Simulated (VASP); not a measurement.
Level of theory: LDA (Ceperley-Alder, Perdew-Zunger), VASP's LDA PAW potentials (set 64) (plane waves; VASP 6.6.1).

VASP ran on this input.

POSCAR:
```
Pt3Ti
1.0
  3.8759277624   0.0000000000   0.0000000000
  0.0000000000   3.8759277624   0.0000000000
  0.0000000000   0.0000000000   3.8759277624
Ti Pt
1 3
Cartesian
  0.0000000000   0.0000000000   0.0000000000
  0.0000000000   1.9379638812   1.9379638812
  1.9379638812   0.0000000000   1.9379638812
  1.9379638812   1.9379638812   0.0000000000
```

KPOINTS:
```
Automatic mesh
0
Gamma
8 8 8
0 0 0
```

### INCAR
```
! general
SYSTEM =Pt3Ti
PREC   =Accurate
ENCUT  =500
LREAL  =F   ! projection in real space or not
LASPH  =T

! electronic loop
EDIFF  =1E-6   ! SCF stop (eV)
NELM   =100   ! most electronic steps
ALGO   =Normal   ! blocked Davidson
LMAXMIX=6   ! l cut-off of mixed one-centre charges

! smearing
ISMEAR =1
SIGMA  =0.1   ! width (eV)

! ions
IBRION =2
NSW    =40   ! most ionic steps
ISIF   =3   ! ions, shape and volume
EDIFFG =-0.02

! output
LWAVE  =F
LCHARG =F
```

POTCAR, in this order: Ti_sv Pt (LDA.64 set). Program: vasp_std.

The run wrote:

File OSZICAR:
```
       N       E                     dE             d eps       ncg     rms          rms(c)
DAV:   1     0.373104272261E+03    0.37310E+03   -0.20966E+04  1750   0.177E+03
DAV:   2    -0.463212453899E+01   -0.37774E+03   -0.37055E+03  1891   0.446E+02
DAV:   3    -0.368967009694E+02   -0.32265E+02   -0.30781E+02  2627   0.110E+02
DAV:   4    -0.378697328101E+02   -0.97303E+00   -0.96881E+00  1995   0.202E+01
DAV:   5    -0.379027154538E+02   -0.32983E-01   -0.32951E-01  2548   0.364E+00    0.241E+01
DAV:   6    -0.358615929049E+02    0.20411E+01   -0.20346E+01  2491   0.329E+01    0.135E+01
DAV:   7    -0.356379269946E+02    0.22367E+00   -0.28523E+01  2439   0.328E+01    0.109E+01
DAV:   8    -0.347819683558E+02    0.85596E+00   -0.16943E+00  2403   0.104E+01    0.470E+00
DAV:   9    -0.346824104629E+02    0.99558E-01   -0.21003E+00  2618   0.792E+00    0.235E+00
DAV:  10    -0.346243721047E+02    0.58038E-01   -0.36077E-01  2442   0.427E+00    0.370E-01
DAV:  11    -0.346257825352E+02   -0.14104E-02   -0.51028E-03  2206   0.605E-01    0.445E-01
DAV:  12    -0.346241321809E+02    0.16504E-02   -0.10572E-02  2408   0.641E-01    0.860E-02
DAV:  13    -0.346241091297E+02    0.23051E-04   -0.19773E-04  1981   0.100E-01    0.386E-02
DAV:  14    -0.346241289865E+02   -0.19857E-04   -0.15336E-04  2485   0.951E-02    0.567E-02
DAV:  15    -0.346241020800E+02    0.26906E-04   -0.90544E-05  2471   0.655E-02    0.126E-02
DAV:  16    -0.346241009634E+02    0.11166E-05   -0.69781E-06  2437   0.165E-02    0.460E-03
DAV:  17    -0.346241009332E+02    0.30178E-07   -0.38916E-07   978   0.520E-03
   1 F= -.34624101E+02 E0= -.34624038E+02  d E =-.346241E+02
```

**OUTCAR**
```
------------------------ aborting loop because EDIFF is reached ----------------------------------------
  FORCE on cell =-STRESS in cart. coord.  units (eV):
  Direction    XX          YY          ZZ          XY          YZ          ZX
  --------------------------------------------------------------------------------------
  Total        0.0529553      0.0529553      0.0529553     -0.0000000     -0.0000000      0.0000000
  in kB        1.4571127      1.4571127      1.4571127     -0.0000000     -0.0000000      0.0000000
  external PRESSURE =       1.4571127 kB  Pullay stress =       0.0000000 kB
  volume of cell :       58.23
      direct lattice vectors                 reciprocal lattice vectors
     3.875927762  0.000000000  0.000000000     0.258002744  0.000000000  0.000000000
     0.000000000  3.875927762  0.000000000     0.000000000  0.258002744  0.000000000
     0.000000000  0.000000000  3.875927762     0.000000000  0.000000000  0.258002744
 POSITION                                       TOTAL-FORCE (eV/Angst)
 -----------------------------------------------------------------------------------
      0.00000      0.00000      0.00000         0.000000      0.000000      0.000000
      0.00000      1.93796      1.93796         0.000000      0.000000      0.000000
      1.93796      0.00000      1.93796         0.000000      0.000000      0.000000
      1.93796      1.93796      0.00000         0.000000      0.000000      0.000000
 -----------------------------------------------------------------------------------
    total drift:                                0.000000      0.000000      0.000000
  FREE ENERGIE OF THE ION-ELECTRON SYSTEM (eV)
  ---------------------------------------------------
  free  energy   TOTEN  =       -34.6241009332 eV

  energy  without entropy=      -34.6239109001  energy(sigma->0) =      -34.62403759

 reached required accuracy - stopping structural energy minimisation
```
(Selected blocks of OUTCAR.)

The compound is Pt3Ti in the L1_2 structure. It was relaxed first.
